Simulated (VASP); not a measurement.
Given:

```
CELL_PARAMETERS angstrom
      1.57129    -2.72156     0.00000
      1.57129     2.72156     0.00000
      0.00000     0.00000     3.57184
ATOMIC_POSITIONS crystal
  Mg 0.00000 0.00000 0.00000
  B  0.33333 0.66667 0.50000
  B  0.66667 0.33333 0.50000
```

The numbers are results of PBE GGA, VASP's PBE PAW potentials (set 64) (plane waves; VASP), not measurements. Run with 520 eV cut-off, 11×11×9 Γ-centred mesh, first-order Methfessel-Paxton smearing of 0.10 eV, potentials Mg B.

Question: The ions and cell shape at fixed volume are relaxed. Which structure does the run end with?

Answer: 
```
CELL_PARAMETERS angstrom
      1.55922    -2.70065     0.00000
      1.55922     2.70065     0.00000
      0.00000     0.00000     3.62736
ATOMIC_POSITIONS crystal
  Mg 0.00000 0.00000 0.00000
  B  0.33333 0.66667 0.50000
  B  0.66667 0.33333 0.50000
```
Space group P6/mmm (191), at a tolerance of 0.03 Å.

Question: How much energy does the relaxation gain?

Answer: The energy (σ→0) changes by -3.6 meV/atom, in 3 ionic steps.

The compound is MgB2 in the AlB2 type structure. This cell is one point of a volume scan, at 1.06 of the reference volume. Symmetry was kept, so distortions that lower it aren't found.
